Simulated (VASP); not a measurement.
# Na16N (a cell with a defect) in VASP: a series of runs, part 2 of 2

VASP 6.6.1. The steps go on from the part before.

### 4 Single point, PBEsol

INCAR

```
SYSTEM = Na16N
PREC     = Accurate       ! precision mode
ENCUT    = 520            ! plane-wave cutoff, eV
EDIFF    = 1E-7           ! SCF threshold, eV
ISMEAR   = -1             ! smearing method
SIGMA    = 0.15           ! smearing width, eV
LREAL    = Auto         
LASPH    = .True.         ! aspherical terms in the spheres
NELM     = 100            ! most SCF steps
ALGO     = Fast           ! electronic algorithm
ISIF     = 2              ! what is computed and relaxed
LWAVE    = .False.        ! write WAVECAR
LCHARG   = .False.        ! write CHGCAR
GGA      = PS             ! functional
NBANDS   = 72             ! bands
```

KPOINTS

```
regular mesh
0
Gamma
  2 2 2
  0 0 0
```

POSCAR

```
Na16N
1.0
    8.4600000000      0.0000000000      0.0000000000
    0.0000000000      8.4600000000      0.0000000000
    0.0000000000      0.0000000000      8.4600000000
Na N
16 1
Direct
    0.0668203310     -0.0289598109     -0.0762529551
    0.3684515366     -0.1463356974      0.0895744681
    0.0300000000      0.4856264775     -0.1081205674
   -0.0756146572     -0.0167848700      0.5673877069
    0.2423877069      0.2174231678      0.0344208038
    0.7428605201      0.5146335697      0.0726950355
    0.5670567376     -0.0142789598      0.4976122931
    0.8773167849      0.2737115839      0.1915602837
    0.0333451537      0.5617730496      0.4858037825
    0.2068912530      0.8140661939      0.4715957447
    0.2289361702      0.1458392435      0.6830260047
    0.6442671395      0.4724231678      0.4750827423
    0.7797044917      0.7808037825      0.2766903073
    0.7411702128      0.2430378251      0.8280851064
    0.3427541371      0.6828723404      0.7978132388
    0.7679078014      0.8030851064      0.8160756501
   -0.0074113475      0.2229669031     -0.0653073286
```

Run with:

```bash
> cat potpaw_PBE.64/Na_pv/POTCAR potpaw_PBE.64/N/POTCAR > POTCAR
> mpirun -np 1 vasp_std > vasp.out
```

Run time: 4.9 min. Hardware: 1 thread of Intel Xeon 6975P-C (Granite Rapids), shared host; peak memory 0.64 GiB.

The run converged. Its results:

```
Free energy            : -26.2294 eV
Pressure               : 1.4 GPa
Largest force          : 1.242 eV/Å
Band gap on the k mesh : none (metal or under the smearing width)
```

Forces on the atoms (eV/Å):
```
Na  -0.567 -0.626  0.316
Na   0.428 -0.067  0.545
Na   0.281  0.123 -0.248
Na  -0.070  0.470 -0.207
Na   0.438  0.561  0.595
Na  -0.769  0.382 -0.308
Na  -0.343  0.157  0.007
Na   0.584 -1.069  0.244
Na  -0.335 -0.765  0.033
Na   0.668  0.387 -0.404
Na   0.108  0.587 -0.100
Na  -0.333 -0.004  0.208
Na   0.175  0.362 -0.138
Na  -0.007 -0.315 -0.212
Na   0.299 -0.254 -0.370
Na  -0.447 -0.254  0.062
N   -0.111  0.324 -0.024
```

Stress tensor (GPa, compression positive):
```
 1.23  0.53  0.39
 0.53  1.63 -0.07
 0.39 -0.07  1.21
```

Levels at points of the mesh, in eV from the Fermi level:
```csv
k point,band 56,band 57,band 58,band 59,band 60,band 61
"(0.00, 0.00, 0.00)",-0.74,-0.40,-0.33,-0.23,0.68,0.90
"(0.50, 0.00, 0.00)",-0.45,-0.27,-0.17,0.01,0.07,0.11
"(0.00, 0.50, 0.00)",-0.69,-0.40,-0.15,-0.14,0.25,0.47
"(0.00, 0.00, 0.50)",-0.54,-0.34,-0.14,-0.06,0.13,0.34
"(0.50, 0.50, 0.00)",-0.80,-0.16,-0.04,0.03,0.12,0.52
"(0.00, 0.50, 0.50)",-0.79,-0.32,-0.07,0.03,0.31,0.36
"(0.50, 0.00, 0.50)",-1.00,-0.16,0.12,0.22,0.41,0.54
"(0.50, 0.50, 0.50)",-1.01,-0.67,-0.49,-0.35,-0.20,1.87
```

Caveat: the k mesh is coarse (spacing up to 0.37 Å⁻¹), so the values aren't converged; the PAW data sets were made with another functional, which shifts forces and pressure a little.

### 5 Single point, PBEsol

INCAR

```
SYSTEM = Na16N
PREC = Accurate
ENCUT = 520
EDIFF = 1E-6
ISMEAR = -1
SIGMA = 0.15
LREAL = Auto
LASPH = .TRUE.
NELM = 100
ALGO = Fast
ISIF = 2
LWAVE = .FALSE.
LCHARG = .TRUE.
GGA = PS
LELF = .TRUE.
LVHAR = .TRUE.
NBANDS = 72
```

KPOINTS

```
Automatic mesh
0
G
  2 2 2
  0 0 0
```

POSCAR

```
Na16N
1.0
    8.4600000000      0.0000000000      0.0000000000
    0.0000000000      8.4600000000      0.0000000000
    0.0000000000      0.0000000000      8.4600000000
Na N
16 1
Direct
    0.0442434988     -0.0995981087     -0.0715130024
    0.3434869976     -0.2025177305      0.1332505910
    0.0050472813      0.4896690307     -0.1442198582
   -0.0894089835      0.1619148936      0.5790661939
    0.2843026005      0.2768203310      0.0345153664
    0.6714893617      0.5013711584      0.0751300236
    0.5265602837      0.0222695035      0.4742671395
    0.9769030733      0.0889952719      0.1619030733
    0.0440661939      0.5333451537      0.4334160757
    0.1874586288      0.9022104019      0.5299645390
    0.2715366430      0.2000827423      0.7099408983
    0.6034160757      0.5044444444      0.5564539007
    0.8484869976      0.7905791962      0.2734988180
    0.7053900709      0.1892671395      0.8544444444
    0.3999172577      0.6284988180      0.7318557920
    0.7251300236      0.8400000000      0.8117848700
    0.0192316785      0.1599408983     -0.1320921986
```

Run with:

```bash
> cat potpaw_PBE.64/Na_pv/POTCAR potpaw_PBE.64/N/POTCAR > POTCAR
> mpirun -np 1 vasp_std > vasp.out
```

Wall time 6.7 min (1 thread of Intel Xeon 6975P-C (Granite Rapids), shared host); peak memory 0.64 GiB.

Results (log left out):

* Free energy: -27.2393 eV
* Pressure: 0.1 GPa
* Largest force: 1.060 eV/Å
* Band gap on the k mesh: none (metal or under the smearing width)

Forces in eV/Å, atoms in the order of the input:
```
Na   0.457 -0.313 -0.634
Na   0.185 -0.106  0.139
Na  -0.018 -0.449 -0.001
Na   0.185  0.036  0.234
Na  -0.183 -0.046  0.273
Na  -0.137  0.027  0.145
Na   0.331  0.013 -0.242
Na  -0.077  0.988 -0.020
Na   0.225 -0.232 -0.008
Na  -0.284 -0.335 -0.109
Na  -0.276  0.133  0.078
Na   0.682 -0.409 -0.701
Na  -0.373 -0.117  0.158
Na   0.245  0.190  0.279
Na  -0.729  0.344  0.636
Na  -0.175 -0.286 -0.155
N   -0.059  0.561 -0.070
```

Stress tensor (GPa, compression positive):
```
 0.06 -0.26 -0.48
-0.26  0.46  0.73
-0.48  0.73 -0.11
```

Levels at points of the mesh, in eV from the Fermi level:
```tsv
k point	band 54	band 55	band 56	band 57	band 58	band 59	band 60	band 61	band 62	band 63
(0.00, 0.00, 0.00)	-1.09	-0.92	-0.47	-0.40	-0.35	-0.21	0.84	0.87	0.93	0.96
(0.50, 0.00, 0.00)	-1.24	-0.58	-0.54	-0.41	-0.19	0.03	0.04	0.24	0.37	1.42
(0.00, 0.50, 0.00)	-1.18	-0.68	-0.59	-0.50	-0.36	0.00	0.26	0.30	0.66	1.33
(0.00, 0.00, 0.50)	-1.23	-0.58	-0.46	-0.31	-0.22	-0.03	0.06	0.15	0.33	1.31
(0.50, 0.50, 0.00)	-1.46	-0.95	-0.89	-0.06	0.05	0.11	0.22	0.29	0.49	0.79
(0.00, 0.50, 0.50)	-1.54	-0.99	-0.82	-0.11	0.01	0.06	0.23	0.34	0.47	0.85
(0.50, 0.00, 0.50)	-1.45	-1.04	-1.00	-0.10	0.04	0.10	0.35	0.42	0.50	0.84
(0.50, 0.50, 0.50)	-1.52	-1.35	-1.09	-0.60	-0.55	-0.46	-0.37	2.00	2.08	2.14
```

Caveat: the k mesh is coarse (spacing up to 0.37 Å⁻¹), so the values aren't converged; the PAW data sets were made with another functional, which shifts forces and pressure a little.
